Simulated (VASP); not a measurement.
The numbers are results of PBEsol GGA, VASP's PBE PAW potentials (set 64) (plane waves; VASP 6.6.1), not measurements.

Input for VASP

File POSCAR:
```
HfBRh3
1
    4.0133550000     0.0000000000     0.0000000000
    0.0000000000     4.0133550000     0.0000000000
    0.0000000000     0.0000000000     4.0133550000
Hf B Rh
1 1 3
Direct
  0.0000000000   0.0000000000   0.0000000000
  0.5000000000   0.5000000000   0.5000000000
  0.0000000000   0.5000000000   0.5000000000
  0.5000000000   0.0000000000   0.5000000000
  0.5000000000   0.5000000000   0.0000000000
```

**INCAR**
```
SYSTEM = HfBRh3
PREC = Accurate; ENCUT = 400; LREAL = F
LASPH = T
EDIFF = 1E-6; NELM = 100; ALGO = Normal
LMAXMIX = 6
ISMEAR = 0; SIGMA = 0.05
GGA = PS
ISIF = 2
LWAVE = F; LCHARG = F
```

KPOINTS:
```
Regular mesh
0
gamma
  6 6 6
0 0 0
```

POTCAR, in this order: Hf_pv B Rh_pv (PBE.64 set). Program: vasp_std.

The resulting files:

File OSZICAR:
```
       N       E                     dE             d eps       ncg     rms          rms(c)
DAV:   1     0.553788271246E+03    0.55379E+03   -0.30938E+04  1472   0.156E+03
DAV:   2    -0.256681567307E+02   -0.57946E+03   -0.56834E+03  1482   0.499E+02
DAV:   3    -0.492057829484E+02   -0.23538E+02   -0.23247E+02  1550   0.985E+01
DAV:   4    -0.496340400201E+02   -0.42826E+00   -0.42695E+00  1604   0.128E+01
DAV:   5    -0.496406678643E+02   -0.66278E-02   -0.66227E-02  1598   0.151E+00    0.590E+01
DAV:   6    -0.461098765239E+02    0.35308E+01   -0.14223E+01  1522   0.235E+01    0.295E+01
DAV:   7    -0.459816713785E+02    0.12821E+00   -0.32971E+00  1586   0.855E+00    0.214E+01
DAV:   8    -0.458053106393E+02    0.17636E+00   -0.15531E+00  1692   0.720E+00    0.405E+00
DAV:   9    -0.457914147464E+02    0.13896E-01   -0.10141E-01  1682   0.215E+00    0.122E+00
DAV:  10    -0.457893394581E+02    0.20753E-02   -0.63898E-03  1486   0.448E-01    0.594E-01
DAV:  11    -0.457893544829E+02   -0.15025E-04   -0.43597E-04  1662   0.110E-01    0.120E-01
DAV:  12    -0.457893416128E+02    0.12870E-04   -0.24547E-05  1538   0.318E-02    0.453E-02
DAV:  13    -0.457893415364E+02    0.76387E-07   -0.22043E-06  1168   0.765E-03
   1 F= -.45789342E+02 E0= -.45789010E+02  d E =-.662717E-03
```

OUTCAR:
```
------------------------ aborting loop because EDIFF is reached ----------------------------------------
  FORCE on cell =-STRESS in cart. coord.  units (eV):
  Direction    XX          YY          ZZ          XY          YZ          ZX
  --------------------------------------------------------------------------------------
  Total        4.8081763      4.8081763      4.8081763      0.0000000      0.0000000     -0.0000000
  in kB      119.1703550    119.1703550    119.1703550      0.0000000      0.0000000     -0.0000000
  external PRESSURE =     119.1703550 kB  Pullay stress =       0.0000000 kB
  volume of cell :       64.64
      direct lattice vectors                 reciprocal lattice vectors
     4.013355000  0.000000000  0.000000000     0.249168090  0.000000000  0.000000000
     0.000000000  4.013355000  0.000000000     0.000000000  0.249168090  0.000000000
     0.000000000  0.000000000  4.013355000     0.000000000  0.000000000  0.249168090
 POSITION                                       TOTAL-FORCE (eV/Angst)
 -----------------------------------------------------------------------------------
      0.00000      0.00000      0.00000         0.000000      0.000000      0.000000
      2.00668      2.00668      2.00668         0.000000      0.000000      0.000000
      0.00000      2.00668      2.00668         0.000000      0.000000      0.000000
      2.00668      0.00000      2.00668         0.000000      0.000000      0.000000
      2.00668      2.00668      0.00000         0.000000      0.000000      0.000000
 -----------------------------------------------------------------------------------
    total drift:                                0.000000      0.000000      0.000000
  FREE ENERGIE OF THE ION-ELECTRON SYSTEM (eV)
  ---------------------------------------------------
  free  energy   TOTEN  =       -45.7893415364 eV

  energy  without entropy=      -45.7886788192  energy(sigma->0) =      -45.78901018
```
(Selected blocks of OUTCAR.)

At this cut-off the stress carries a Pulay error, which pulls relaxed volumes low.

The structure comes from a computed database's HfBRh3 entry (Pm-3m); how it stands against other phases isn't given here. The cell was not relaxed at this level, and its volume differs by -5.9 % from the start's.
